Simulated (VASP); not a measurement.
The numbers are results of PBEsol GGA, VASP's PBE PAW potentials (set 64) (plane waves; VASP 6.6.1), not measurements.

Input for VASP

**INCAR**
```
ALGO=Normal
EDIFF=1E-6
EDIFFG=-0.02
ENCUT=620
GGA=PS
IBRION=2
ISIF=3
ISMEAR=0
LASPH=.TRUE.
LCHARG=.FALSE.
LREAL=.FALSE.
LWAVE=.FALSE.
NELM=100
NSW=40
PREC=Accurate
PSTRESS=50
SIGMA=0.05
SYSTEM=BP
```

### POSCAR
```
BP
1
   -0.0000000000     2.2396231625     2.2396231625
    2.2396231625    -0.0000000000     2.2396231625
    2.2396231625     2.2396231625     0.0000000000
B P
1 1
Direct
  0.0000000000   0.0000000000   0.0000000000
  0.2500000000   0.2500000000   0.2500000000
```

KPOINTS:
```
Automatic mesh
0
Gamma
10 10 10
0 0 0
```

POTCAR, in this order: B P (PBE.64 set). Program: vasp_std.

The run wrote:

**OSZICAR**
```
       N       E                     dE             d eps       ncg     rms          rms(c)
DAV:   1     0.119005903043E+02    0.11901E+02   -0.46717E+03   752   0.105E+03
DAV:   2    -0.141120008977E+02   -0.26013E+02   -0.24409E+02  1144   0.120E+02
DAV:   3    -0.144582975847E+02   -0.34630E+00   -0.34630E+00   928   0.171E+01
DAV:   4    -0.144593314660E+02   -0.10339E-02   -0.10339E-02  1160   0.866E-01
DAV:   5    -0.144593321723E+02   -0.70628E-06   -0.70633E-06   936   0.181E-02    0.742E+00
DAV:   6    -0.137872116418E+02    0.67212E+00   -0.16655E+00   824   0.709E+00    0.401E+00
DAV:   7    -0.136754323093E+02    0.11178E+00   -0.31356E-01  1136   0.338E+00    0.124E+00
DAV:   8    -0.136654781014E+02    0.99542E-02   -0.28756E-02   832   0.116E+00    0.200E-01
DAV:   9    -0.136655917913E+02   -0.11369E-03   -0.47697E-04  1040   0.207E-01    0.111E-01
DAV:  10    -0.136656452717E+02   -0.53480E-04   -0.11857E-04   848   0.815E-02    0.205E-02
DAV:  11    -0.136656494023E+02   -0.41306E-05   -0.42502E-06  1072   0.187E-02    0.262E-02
DAV:  12    -0.136656496937E+02   -0.29139E-06   -0.13869E-06   416   0.728E-03
   1 F= -.12964494E+02 E0= -.12964494E+02  d E =-.129645E+02
```

**OUTCAR**
```
------------------------ aborting loop because EDIFF is reached ----------------------------------------
  FORCE on cell =-STRESS in cart. coord.  units (eV):
  Direction    XX          YY          ZZ          XY          YZ          ZX
  --------------------------------------------------------------------------------------
  Total        0.6987630      0.6987630      0.6987630     -0.0000000      0.0000000      0.0000000
  in kB       49.8293957     49.8293957     49.8293957     -0.0000000      0.0000000      0.0000000
  external PRESSURE =      -0.1706043 kB  Pullay stress =      50.0000000 kB
  volume of cell :       22.47
      direct lattice vectors                 reciprocal lattice vectors
     0.000000000  2.239623163  2.239623163    -0.223251844  0.223251844  0.223251844
     2.239623163  0.000000000  2.239623163     0.223251844 -0.223251844  0.223251844
     2.239623163  2.239623163  0.000000000     0.223251844  0.223251844 -0.223251844
  FREE ENERGIE OF THE ION-ELECTRON SYSTEM (eV)
  ---------------------------------------------------
  free  energy   TOTEN  =       -13.6656496937 eV

  energy  without entropy=      -13.6656496937  energy(sigma->0) =      -13.66564969
  enthalpy is  TOTEN    =       -12.9644943169 eV   P V=        0.7011553768

 reached required accuracy - stopping structural energy minimisation
```
(Selected blocks of OUTCAR.)

The compound is BP in the zinc blende structure. It was relaxed first under an external pressure of 5 GPa.
